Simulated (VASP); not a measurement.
These are r2SCAN meta-GGA, VASP's PBE PAW potentials (set 64) (plane waves; VASP) values and carry that method's errors.

A VASP calculation is set up with these files.

KPOINTS:
```
Automatic mesh
0
Gamma
6 6 6
0 0 0
```

### POSCAR
```
PbTe
1.0
  0.0000000000   3.2676777139   3.2676777139
  3.2676777139   0.0000000000   3.2676777139
  3.2676777139   3.2676777139   0.0000000000
Te Pb
1 1
Cartesian
  3.2676777139   3.2676777139   3.2676777139
  3.2676777139   0.0000000000   3.2676777139
```

### INCAR
```
LREAL  =  .FALSE.
METAGGA  =  R2SCAN
ALGO  =  Normal   ! blocked Davidson
SYSTEM  =  PbTe
LWAVE  =  .FALSE.
ENCUT  =  480   ! plane-wave cut-off (eV)
EDIFF  =  1E-7
LMIXTAU  =  .TRUE.
LMAXMIX  =  4
ISMEAR  =  0   ! Gaussian
LCHARG  =  .FALSE.
NELM  =  100   ! most electronic steps
LASPH  =  .TRUE.   ! aspherical one-centre terms
ISIF  =  2
SIGMA  =  0.05   ! width (eV)
PREC  =  Accurate
```

POTCAR, in this order: Te Pb_d (PBE.64 set). Program: vasp_std.

Output of the run:

### OSZICAR
```
       N       E                     dE             d eps       ncg     rms          rms(c)
DAV:   1     0.701443179162E+02    0.70144E+02   -0.92138E+03   448   0.134E+03
DAV:   2    -0.770892071892E+02   -0.14723E+03   -0.14466E+03   478   0.330E+02
DAV:   3    -0.868345629599E+02   -0.97454E+01   -0.97161E+01   592   0.934E+01
DAV:   4    -0.870878524928E+02   -0.25329E+00   -0.25324E+00   538   0.185E+01
DAV:   5    -0.870972011344E+02   -0.93486E-02   -0.93485E-02   620   0.309E+00    0.315E+00
DAV:   6    -0.826450940144E+02    0.44521E+01   -0.19302E+00   532   0.269E+01    0.272E+00
DAV:   7    -0.825953915245E+02    0.49702E-01   -0.71981E-01   448   0.919E+00    0.163E+00
DAV:   8    -0.825920275773E+02    0.33639E-02   -0.79334E-01   448   0.526E+00    0.635E-01
DAV:   9    -0.826677065743E+02   -0.75679E-01   -0.64261E-02   448   0.217E+00    0.567E-01
DAV:  10    -0.826285859588E+02    0.39121E-01   -0.39918E-02   448   0.147E+00    0.963E-01
DAV:  11    -0.827006046372E+02   -0.72019E-01   -0.22527E-01   448   0.312E+00    0.217E-01
DAV:  12    -0.827020418536E+02   -0.14372E-02   -0.12142E-02   514   0.799E-01    0.139E-01
DAV:  13    -0.827042478226E+02   -0.22060E-02   -0.70684E-04   478   0.230E-01    0.109E-01
DAV:  14    -0.827038072742E+02    0.44055E-03   -0.74936E-05   502   0.101E-01    0.134E-01
DAV:  15    -0.827061704847E+02   -0.23632E-02   -0.30249E-03   448   0.553E-01    0.197E-02
DAV:  16    -0.827062061216E+02   -0.35637E-04   -0.18243E-04   496   0.137E-01    0.205E-02
DAV:  17    -0.827062114204E+02   -0.52989E-05   -0.40381E-06   544   0.204E-02    0.218E-02
DAV:  18    -0.827062114632E+02   -0.42745E-07   -0.18907E-07   470   0.357E-03
   1 F= -.82706211E+02 E0= -.82706211E+02  d E =-.108586E-10
```

**OUTCAR**
```
------------------------ aborting loop because EDIFF is reached ----------------------------------------
  FORCE on cell =-STRESS in cart. coord.  units (eV):
  Direction    XX          YY          ZZ          XY          YZ          ZX
  --------------------------------------------------------------------------------------
  Total        0.0176752      0.0176752      0.0176752      0.0000000      0.0000000      0.0000000
  in kB        0.4058150      0.4058150      0.4058150      0.0000000      0.0000000      0.0000000
  external PRESSURE =       0.4058150 kB  Pullay stress =       0.0000000 kB
  volume of cell :       69.78
      direct lattice vectors                 reciprocal lattice vectors
     0.000000000  3.267677714  3.267677714    -0.153013866  0.153013866  0.153013866
     3.267677714  0.000000000  3.267677714     0.153013866 -0.153013866  0.153013866
     3.267677714  3.267677714  0.000000000     0.153013866  0.153013866 -0.153013866
  FREE ENERGIE OF THE ION-ELECTRON SYSTEM (eV)
  ---------------------------------------------------
  free  energy   TOTEN  =       -82.7062114632 eV

  energy  without entropy=      -82.7062114632  energy(sigma->0) =      -82.70621146
```
(Selected blocks of OUTCAR.)

OUTCAR:
```
 val. band max:        5.0700133042   @ k =   0.5000   0.0000   0.0000

 cond. band min:       6.1609119103   @ k =   0.5000   0.0000   0.0000


 Fermi energy:         5.2803046685

 k-point     1 :       0.0000    0.0000    0.0000
  band No.  band energies     occupation
      1     -12.2504      2.00000
      2     -12.2504      2.00000
      3     -12.2413      2.00000
      4     -12.2413      2.00000
      5     -12.2413      2.00000
      6      -7.1528      2.00000
      7      -0.6500      2.00000
      8       3.7159      2.00000
      9       3.7159      2.00000
     10       3.7159      2.00000
     11       9.3850      0.00000
     12       9.3850      0.00000
     13       9.3850      0.00000
     14      11.3359      0.00000

 k-point     2 :       0.1667    0.0000    0.0000
  band No.  band energies     occupation
      1     -12.2535      2.00000
      2     -12.2535      2.00000
      3     -12.2407      2.00000
      4     -12.2379      2.00000
      5     -12.2379      2.00000
      6      -6.9159      2.00000
      7      -1.3830      2.00000
      8       3.7904      2.00000
      9       3.7904      2.00000
     10       4.1222      2.00000
     11       8.2507      0.00000
     12       8.4464      0.00000
     13       8.4464      0.00000
     14      11.1966      0.00000

 k-point     3 :       0.3333    0.0000    0.0000
  band No.  band energies     occupation
      1     -12.2607      2.00000
      2     -12.2607      2.00000
      3     -12.2395      2.00000
      4     -12.2302      2.00000
      5     -12.2302      2.00000
      6      -6.2722      2.00000
      7      -2.7843      2.00000
      8       4.0046      2.00000
      9       4.0046      2.00000
     10       4.7265      2.00000
     11       6.8329      0.00000
     12       7.1501      0.00000
     13       7.1501      0.00000
     14      12.1369      0.00000

 k-point     4 :       0.5000    0.0000    0.0000
  band No.  band energies     occupation
...
```

Unless said otherwise, spin-orbit coupling is left out, though it shifts the bands of the heavy elements here.

The compound is PbTe in the rock salt structure. It was relaxed first.
